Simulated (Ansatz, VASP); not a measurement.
**AlSn in VASP and in Ansatz**

The input INCAR:

```
SYSTEM = AlSn
PREC = Accurate
ENCUT = 520
EDIFF = 1E-6
ISMEAR = -1
SIGMA = 0.05
LREAL = .FALSE.
LASPH = .TRUE.
NELM = 60
ALGO = Normal
ISIF = 2
LWAVE = .FALSE.
LCHARG = .TRUE.
GGA = PS
LELF = .TRUE.
LVHAR = .TRUE.
NBANDS = 16
```

File KPOINTS:

```
regular mesh
0
G
  11 11 12
  0 0 0
```

POSCAR

```
AlSn
1.0
    4.2259084499      0.0000000000      0.0000000000
   -2.1129542249      3.6597440716      0.0000000000
    0.0000000000      0.0000000000      3.3287472872
Al Sn
1 1
Direct
    0.0000000000      0.0000000000      0.0000000000
    0.3333333333      0.6666666667      0.5000000000
```

Input for Ansatz:

```yaml
crystal:
  lattice:
    - [4.2259084499, 0.0, 0.0]
    - [-2.1129542249, 3.6597440716, 0.0]
    - [0.0, 0.0, 3.3287472872]
  atoms:
    - { symbol: Al, position: [0.0, 0.0, 0.0] }
    - { symbol: Sn, position: [0.3333333333, 0.6666666667, 0.5] }
kpoints:
  mp_grid: { grid: [11, 11, 12] }
scf:
  occupations: { method: fermi_dirac, width: 0.05 }
hamiltonian:
  xc: pbesol
  pseudopotentials: { kind: all_electron, lapw: { basis_error: 0.00025 } }
output:
  forces: true
  stress: true
  eigenvalues: true
```

Change from the starting cell: volume scaled by 1.02.

Alike in both runs: task single point; functional PBEsol; k mesh 11 × 11 × 12; occupations fermi-dirac, width 0.05 eV; no spin polarisation.

|  | VASP | Ansatz |
| --- | --- | --- |
| version | VASP 6.6.1 | Ansatz 0.2.0 |
| potentials or method | VASP PAW PBE potentials, release 64 (Al, Sn_d) | all-electron LAPW, scalar-relativistic |
| plane-wave cutoff (eV) | 520 | see its input |

VASP gave:

| Quantity | Value |
| --- | --- |
| pressure (GPa) | -2.9 |
| largest component of the traceless stress (GPa) | 0.97 |

Task: Estimate Ansatz's values.

Result: Pressure (GPa): -2.9; largest component of the traceless stress (GPa): 0.96.

Ansatz ran all-electron here, so the differences hold the error of VASP's frozen core and of both bases.

Caveats: the PAW data sets were made with another functional, which shifts forces and pressure a little (VASP).
